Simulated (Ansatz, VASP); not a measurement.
# Si17B22O67 (amorphous 61SiO2-39B2O3 (mol %)) in two plane-wave programs, part 2 of 2

Wanted: the spread between two codes on one cell, functional and k mesh. The cell is taken from a series of runs on this material, whose earlier steps may have relaxed, scaled, displaced or heated it; both programs get it as it stands.

VASP 6.6.1 and Ansatz 0.2.0.

So far. Step 2 (VASP: single point, PBE, pair 1): The run ends at a pressure of -5.33 GPa, with forces up to 3.9 eV/Å.

## (5) Ansatz: single point, PBE, pair 2

Level of this step: Ansatz beside VASP: Kohn-Sham DFT, plane waves, PBE (Ansatz).

A single point gives forces, pressure and levels at one fixed geometry, so differences don't come from the geometry; what else differs is listed under the comparison. The cell compared in this pair holds 1427.71 Å³, against 1465.81 Å³ for the pair before.

The cell is taken from a series of runs on this material, whose earlier steps may have relaxed, scaled, displaced or heated it; both programs get it as it stands.

File input.yaml:

```yaml
crystal:
  lattice:
    - [10.97776, 0.35552, -0.56143]
    - [0.35552, 11.8865, -0.3503]
    - [-0.56143, -0.3503, 10.98997]
  atoms:
    - { symbol: Si, position: [0.01671, 0.93561, 0.32337] }
    - { symbol: Si, position: [0.06699, 0.68523, 0.34503] }
    - { symbol: Si, position: [0.97394, 0.50616, 0.51157] }
    - { symbol: Si, position: [0.27186, 0.3599, 0.75391] }
    - { symbol: Si, position: [0.71251, 0.26624, 0.49865] }
    - { symbol: Si, position: [0.55638, 0.32621, 0.70814] }
    - { symbol: Si, position: [0.47186, 0.93548, 0.6012] }
    - { symbol: Si, position: [0.55864, 0.86743, 0.25616] }
    - { symbol: Si, position: [0.37602, 0.43628, 0.23241] }
    - { symbol: Si, position: [0.22359, 0.29349, 0.02328] }
    - { symbol: Si, position: [0.41422, 0.05294, 0.36028] }
    - { symbol: Si, position: [0.56913, 0.58392, 0.77961] }
    - { symbol: Si, position: [0.12193, 0.58515, 0.741] }
    - { symbol: Si, position: [0.07242, 0.90544, 0.04103] }
    - { symbol: Si, position: [0.79709, 0.17092, 0.09145] }
    - { symbol: Si, position: [0.75505, 0.04666, 0.31921] }
    - { symbol: Si, position: [0.49194, 0.89274, 0.97492] }
    - { symbol: B, position: [0.49383, 0.23293, 0.23669] }
    - { symbol: B, position: [0.90565, 0.88415, 0.82992] }
    - { symbol: B, position: [0.67811, 0.65887, 0.30006] }
    - { symbol: B, position: [0.74075, 0.1891, 0.84339] }
    - { symbol: B, position: [0.61194, 0.3164, 0.08794] }
    - { symbol: B, position: [0.47308, 0.70377, 0.56383] }
    - { symbol: B, position: [0.73119, 0.48234, 0.41368] }
    - { symbol: B, position: [0.28277, 0.04885, 0.01678] }
    - { symbol: B, position: [0.31022, 0.61339, 0.39738] }
    - { symbol: B, position: [0.16582, 0.68208, 0.96111] }
    - { symbol: B, position: [0.8961, 0.20376, 0.67988] }
    - { symbol: B, position: [0.70875, 0.61532, 0.00205] }
    - { symbol: B, position: [0.38808, 0.67796, 0.91256] }
[... 70 atom lines left out ...]
    - { symbol: O, position: [0.00745, 0.52862, 0.65857] }
    - { symbol: O, position: [0.7489, 0.08248, 0.1784] }
    - { symbol: O, position: [0.28165, 0.12338, 0.34779] }
    - { symbol: O, position: [0.07577, 0.295, 0.03338] }
    - { symbol: O, position: [0.97664, 0.81523, 0.75554] }
    - { symbol: O, position: [0.8952, 0.00626, 0.362] }
kpoints:
  mp_grid: { grid: [1, 1, 1] }
hamiltonian:
  xc: pbe
scf:
  occupations: { method: fermi_dirac, width: 0.025 }
output:
  forces: true
  stress: true
  populations: true
  dos:
    method: { smearing: { sigma: 0.08 } }
    de: 0.05
    projected: { site_lists: { B: [B], O: [O], Si: [Si] } }
  eigenvalues: true
  write_density: true
  write_potential: true
  volumetric_format: npy
```

Started as:

```bash
ansatz run input.yaml --threads 4 --pin off --max-ram 8192MiB --backend cpu --events-out ev --progress --plain --runs-dir out
```

Numbers of over 12 decimals in the logs are rounded to 6 here.

The log of the run:

```text
[...]
Crystal: 106 atoms, lattice volume = 1427.707 Å³
Basis set: ecut = 420 eV, 27935 PW (Γ), exchange–correlation on 150×160×150 points (8 copies of the dense FFT grid, shifted against one another)
Bands: 374, of which v1, the nominal top of the filled ones, is band 268 counted from 1 (267 counted from 0)
Symmetry: 1 space group operations
[...]
k-points: 1
[...]
P = ⅓ Tr σ = 0.0061 GPa (0.061 kbar)
--- Band table (eV) ---
  k-point 0: bands = [... 264 lower, 0.7998, 0.8282, 0.8683, 0.9712, 6.4805, 7.1093, 7.3491, 7.3729, ... 102 higher]
--- Löwdin populations: 106 sites ---
  site symbol       q [e]
     0     Si      2.1980
     1     Si      2.1960
     2     Si      2.1954
     3     Si      2.1943
     4     Si      2.2058
     5     Si      2.1947
     6     Si      2.2004
     7     Si      2.2039
[...]
102      O      6.5750
   103      O      6.5841
   104      O      6.3863
   105      O      6.7852
  spilling = 0.011764 (of n_electrons = 536.000000)
```

## (6) VASP: single point, PBE, pair 2

The same cell, functional, mesh and smearing now go to VASP, with its own data sets.

File INCAR:

```
SYSTEM = Si17B22O67
PREC = Accurate
ENCUT = 600
EDIFF = 1E-06
NELM = 120
ISMEAR = -1
SIGMA = 0.025
LREAL = Auto
ALGO = Normal
GGA = PE
NBANDS = 344
LORBIT = 11
LWAVE = .FALSE.
LCHARG = .FALSE.
ISIF = 2
LASPH = .TRUE.
GGA_COMPAT = .FALSE.
EFERMI = MIDGAP
NCORE = 2
```

File POSCAR:

```
Si17B22O67
1.0
   10.9777600000      0.3555200000     -0.5614300000
    0.3555200000     11.8865000000     -0.3503000000
   -0.5614300000     -0.3503000000     10.9899700000
Si B O
17 22 67
Direct
    0.0167100000      0.9356100000      0.3233700000
    0.0669900000      0.6852300000      0.3450300000
    0.9739400000      0.5061600000      0.5115700000
    0.2718600000      0.3599000000      0.7539100000
    0.7125100000      0.2662400000      0.4986500000
    0.5563800000      0.3262100000      0.7081400000
    0.4718600000      0.9354800000      0.6012000000
    0.5586400000      0.8674300000      0.2561600000
    0.3760200000      0.4362800000      0.2324100000
    0.2235900000      0.2934900000      0.0232800000
    0.4142200000      0.0529400000      0.3602800000
    0.5691300000      0.5839200000      0.7796100000
    0.1219300000      0.5851500000      0.7410000000
    0.0724200000      0.9054400000      0.0410300000
    0.7970900000      0.1709200000      0.0914500000
    0.7550500000      0.0466600000      0.3192100000
    0.4919400000      0.8927400000      0.9749200000
    0.4938300000      0.2329300000      0.2366900000
    0.9056500000      0.8841500000      0.8299200000
    0.6781100000      0.6588700000      0.3000600000
    0.7407500000      0.1891000000      0.8433900000
    0.6119400000      0.3164000000      0.0879400000
    0.4730800000      0.7037700000      0.5638300000
    0.7311900000      0.4823400000      0.4136800000
    0.2827700000      0.0488500000      0.0167800000
    0.3102200000      0.6133900000      0.3973800000
    0.1658200000      0.6820800000      0.9611100000
    0.8961000000      0.2037600000      0.6798800000
    0.7087500000      0.6153200000      0.0020500000
    0.3880800000      0.6779600000      0.9125600000
[... 70 atom lines left out ...]
    0.0074500000      0.5286200000      0.6585700000
    0.7489000000      0.0824800000      0.1784000000
    0.2816500000      0.1233800000      0.3477900000
    0.0757700000      0.2950000000      0.0333800000
    0.9766400000      0.8152300000      0.7555400000
    0.8952000000      0.0062600000      0.3620000000
```

File KPOINTS:

```
Automatic mesh
0
Gamma
1 1 1
0 0 0
```

PAW data sets: Si, B and O (PBE family, release 64).

Started as:

```bash
mpirun -np 8 vasp_gam
```

The log of the run:

```text
[... set-up lines as in an earlier step ...]
 entering main loop
       N       E                     dE             d eps       ncg     rms          rms(c)
DAV:   1     0.534238188391E+04    0.53424E+04   -0.34354E+05   696   0.170E+03
DAV:   2    -0.453305837986E+03   -0.57957E+04   -0.56133E+04   848   0.399E+02
DAV:   3    -0.926203048040E+03   -0.47290E+03   -0.46929E+03   800   0.120E+02
DAV:   4    -0.936073254125E+03   -0.98702E+01   -0.98266E+01   816   0.185E+01
[...]
DAV:  16    -0.840015248910E+03    0.58690E-05   -0.48233E-05   800   0.190E-02    0.163E-02
DAV:  17    -0.840015242371E+03    0.65394E-05   -0.16931E-05   808   0.128E-02    0.834E-03
DAV:  18    -0.840015241584E+03    0.78726E-06   -0.47160E-06   712   0.555E-03
   1 F= -.84001524E+03 E0= -.84001524E+03  d E =0.000000E+00
```

OUTCAR, selected parts (step 6):

```text
  FREE ENERGIE OF THE ION-ELECTRON SYSTEM (eV)
  ---------------------------------------------------
  free  energy   TOTEN  =      -840.0152415838 eV

  energy  without entropy=     -840.0152415838  energy(sigma->0) =     -840.01524158
```

The run ends at a pressure of -0.12 GPa, with forces up to 0.088 eV/Å.

## (7) Comparison

What differs besides the data sets and the points named for the pairs above, as far as they apply: the cutoff is 420 eV in Ansatz and 600 eV in VASP (PREC = Accurate, projectors in real space). Total energies have different zeros and are not compared.

Both answers:

```tsv
quantity	Ansatz	VASP	difference
pressure (GPa)	0.01	-0.12	+0.12
gap on the k mesh (eV)	5.509	5.506	+0.003
```

Forces on 8 of the 106 atoms, those with the largest forces and the largest differences (eV/Å; atoms numbered as in POSCAR):

```tsv
atom	Ansatz x, y, z	VASP x, y, z
Si9	0.002, -0.006, 0.003	-0.046, 0.025, 0.038
Si12	-0.007, 0.000, -0.011	0.041, 0.003, -0.054
Si15	0.001, -0.006, -0.003	0.014, -0.069, -0.006
B18	-0.001, 0.016, -0.003	0.013, -0.054, 0.013
B19	-0.002, 0.005, 0.001	-0.067, 0.004, -0.034
B27	0.011, -0.005, 0.002	-0.006, -0.016, 0.086
B28	0.008, 0.001, 0.001	0.049, -0.036, 0.022
B35	-0.008, -0.007, 0.006	-0.032, 0.062, -0.001
```

The forces differ by 19 meV/Å r.m.s., where the r.m.s. force is 0.004 eV/Å in Ansatz and 0.020 eV/Å in VASP: the atoms lie near their places of rest in Ansatz, so a percentage would say little (all taken over all components). A gap on the mesh is an upper bound, since the band edges may lie between its points.

## (8) Results

```
r.m.s. force difference (single point, PBE, pair 1) : 2.6 % of the r.m.s. force
r.m.s. force difference (single point, PBE, pair 2) : 19 meV/Å
```

**Reading.** The r.m.s. force difference is 19 meV/Å (single point, PBE, pair 2), beyond the 12 meV/Å picked in this series as the mark of a large difference. What causes the difference of the single point, PBE, pair 2 pair stays open here. Such differences can come from data sets, numerical settings and the points named under the comparisons, not from the functional's error against experiment.

[Lines on the potential files, build, host, timing and source positions are cut from VASP's logs without a mark.]

[Logs are printed without paths, hosts, clocks, repeated set-up lines and the standing remarks that a program may print on its own settings, such as how far it seeks lower states.]

[Hosts, paths, dates, database ids (printed as entryN), source tags and the programs' standing remarks are cut or masked in the printed files.]
